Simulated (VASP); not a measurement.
Consider the following.

Space group Im-3m (No. 229); a = 3.3195 Å, b = 3.3195 Å, c = 3.3195 Å, α = 90.00°, β = 90.00°, γ = 90.00°

```
atom  site  symmetry       x       y       z
----  ----  --------  ------  ------  ------
Ta      2a      m-3m  0.0000  0.0000  0.0000
```
(The calculation used a cell of 1 atom; values per cell refer to that cell.)

Computed with PBE GGA, VASP's PBE PAW potentials (set 64) (plane waves; VASP). Settings: 480 eV cut-off, 14×14×14 Γ-centred mesh, first-order Methfessel-Paxton smearing of 0.10 eV, potentials Ta_pv.

Each relaxation starts from this cell; other phases were not tried.

Problem. The cell is relaxed at 20 GPa. What happens?

Solution. The volume per atom goes from 18.29 to 16.81 Å³ (-8.1 %), and the cell becomes a = b = c = 3.2277 Å, α = β = γ = 90.00°, space group Im-3m.

Problem. The cell is relaxed at 30 GPa. What happens?

Solution. The volume per atom goes from 18.29 to 16.24 Å³ (-11.2 %), and the cell becomes a = b = c = 3.191 Å, α = β = γ = 90.00°, space group Im-3m.

Failed runs are left out, and for metals the shear rows, which the mesh's noise covers.

The compound is Ta in the bcc structure.
